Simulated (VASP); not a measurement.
Data:

```
CELL_PARAMETERS angstrom
      3.25511     0.00000     0.00000
      0.00000     3.25511     0.00000
      0.00000     0.00000     3.25511
ATOMIC_POSITIONS crystal
  Al 0.00000 0.00000 0.00000
  As 0.50000 0.50000 0.50000
```

The numbers are results of PBEsol GGA, VASP's PBE PAW potentials (set 64) (plane waves; VASP 6.6.1), not measurements. Numerical set-up: 400 eV cut-off, 13×13×13 Γ-centred mesh, tetrahedra with Blöchl corrections, potentials Al As.

Predict the energy per atom (σ→0), band gap (on the k-mesh) with the smallest direct gap where there is one.

```
Property                                                    Result
------------------------  ----------------------------------------
band gap (on the k-mesh)  none (metal, semimetal or under 0.01 eV)
energy per atom (σ→0)                               -4.510 eV/atom
```

The absolute energy has meaning only against runs of the same code, potentials and settings.

The structure was generated: AlAs was put into the CsCl type type (Pm-3m), which need not be its known phase. It was relaxed first, which changed the volume by +14 %.
